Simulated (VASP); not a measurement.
These are PW91 GGA, VASP's PBE PAW potentials (set 64) (plane waves; VASP) values and carry that method's errors.

VASP input:

File KPOINTS:
```
Automatic mesh
0
gamma
6 6 6
```

### POSCAR
```
KMgF3
1.0
  4.1160691943   0.0000000000   0.0000000000
  0.0000000000   4.1160691943   0.0000000000
  0.0000000000   0.0000000000   4.1160691943
K Mg F
1 1 3
Cart
  0.0000000000   0.0000000000   0.0000000000
  2.0580345971   2.0580345971   2.0580345971
  2.0580345971   0.0000000000   2.0580345971
  0.0000000000   2.0580345971   2.0580345971
  2.0580345971   2.0580345971   0.0000000000
```

### INCAR
```
# general
SYSTEM = KMgF3
PREC   = Accurate
ENCUT  = 520   # plane-wave cut-off (eV)
LREAL  = .False.   # projection in real space or not
LASPH  = .True.   # aspherical one-centre terms

# electronic loop
EDIFF  = 1E-7   # SCF stop (eV)
NELM   = 100   # most electronic steps
ALGO   = Normal

# smearing
ISMEAR = 0
SIGMA  = 0.05   # width (eV)

# functional
GGA    = 91

# ions
ISIF   = 2

# output
LWAVE  = .False.
LCHARG = .False.
```

POTCAR, in this order: K_sv Mg F (PBE.64 set). Program: vasp_std.

What VASP printed:

OSZICAR:
```
       N       E                     dE             d eps       ncg     rms          rms(c)
DAV:   1     0.244851064298E+03    0.24485E+03   -0.17484E+04   800   0.154E+03
DAV:   2    -0.156432219787E+02   -0.26049E+03   -0.25125E+03  1076   0.379E+02
DAV:   3    -0.266813811560E+02   -0.11038E+02   -0.11009E+02   956   0.785E+01
DAV:   4    -0.270075068145E+02   -0.32613E+00   -0.32544E+00  1412   0.114E+01
DAV:   5    -0.270090018634E+02   -0.14950E-02   -0.14950E-02   952   0.728E-01    0.911E+00
DAV:   6    -0.246927136590E+02    0.23163E+01   -0.10254E+01   896   0.225E+01    0.361E+00
DAV:   7    -0.246757496018E+02    0.16964E-01   -0.23276E-01  1048   0.335E+00    0.226E+00
DAV:   8    -0.246724250694E+02    0.33245E-02   -0.76716E-02   944   0.300E+00    0.283E-01
DAV:   9    -0.246724606991E+02   -0.35630E-04   -0.12922E-02  1016   0.813E-01    0.125E-01
DAV:  10    -0.246728437583E+02   -0.38306E-03   -0.12510E-03  1080   0.282E-01    0.654E-02
DAV:  11    -0.246728816715E+02   -0.37913E-04   -0.12311E-04   960   0.919E-02    0.274E-02
DAV:  12    -0.246728632093E+02    0.18462E-04   -0.96310E-05   936   0.666E-02    0.186E-03
DAV:  13    -0.246728636071E+02   -0.39786E-06   -0.19467E-06  1020   0.108E-02    0.916E-04
DAV:  14    -0.246728635172E+02    0.89930E-07   -0.22606E-07   736   0.352E-03
   1 F= -.24672864E+02 E0= -.24672864E+02  d E =-.279598E-20
```

### OUTCAR
```
------------------------ aborting loop because EDIFF is reached ----------------------------------------
  FORCE on cell =-STRESS in cart. coord.  units (eV):
  Direction    XX          YY          ZZ          XY          YZ          ZX
  --------------------------------------------------------------------------------------
  Total       -1.5032406     -1.5032406     -1.5032406     -0.0000000     -0.0000000     -0.0000000
  in kB      -34.5375147    -34.5375147    -34.5375147     -0.0000000     -0.0000000     -0.0000000
  external PRESSURE =     -34.5375147 kB  Pullay stress =       0.0000000 kB
  volume of cell :       69.73
      direct lattice vectors                 reciprocal lattice vectors
     4.116069194  0.000000000  0.000000000     0.242950240  0.000000000  0.000000000
     0.000000000  4.116069194  0.000000000     0.000000000  0.242950240  0.000000000
     0.000000000  0.000000000  4.116069194     0.000000000  0.000000000  0.242950240
 POSITION                                       TOTAL-FORCE (eV/Angst)
 -----------------------------------------------------------------------------------
      0.00000      0.00000      0.00000         0.000000      0.000000      0.000000
      2.05803      2.05803      2.05803         0.000000      0.000000      0.000000
      2.05803      0.00000      2.05803         0.000000      0.000000      0.000000
      0.00000      2.05803      2.05803         0.000000      0.000000      0.000000
      2.05803      2.05803      0.00000         0.000000      0.000000      0.000000
 -----------------------------------------------------------------------------------
    total drift:                                0.000000     -0.000000     -0.000000
  FREE ENERGIE OF THE ION-ELECTRON SYSTEM (eV)
  ---------------------------------------------------
  free  energy   TOTEN  =       -24.6728635172 eV

  energy  without entropy=      -24.6728635172  energy(sigma->0) =      -24.67286352
```
(Selected blocks of OUTCAR.)

The compound is KMgF3 in the cubic perovskite structure. This cell is one point of a volume scan, at 1.06 of the reference volume.
